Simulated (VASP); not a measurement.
Consider the following.

```
NbC
1.0
    0.00000     2.19809     2.19809
    2.19809     0.00000     2.19809
    2.19809     2.19809     0.00000
Nb C
1 1
Direct
  0.00000   0.00000   0.00000
  0.50000   0.50000   0.50000
```

Calculation: PW91 GGA, VASP's PBE PAW potentials (set 64) (plane waves; VASP 6.6.1). Numerical set-up: 520 eV cut-off, 14×14×14 Γ-centred mesh, first-order Methfessel-Paxton smearing of 0.10 eV, potentials Nb_sv C.

Question: Predict the energy per atom (σ→0), pressure, band gap (on the k-mesh) with the smallest direct gap where there is one.

Answer: 
```json
{
 "band gap (on the k-mesh)": "none (metal, semimetal or under 0.01 eV)",
 "energy per atom (σ→0)": "-10.223 eV/atom",
 "pressure": "21.12 GPa"
}
```

The compound is NbC in the rock salt structure. This cell is one point of a volume scan, at 0.94 of the reference volume. The electron count is odd and the run is not spin-polarised, which forces a metal.
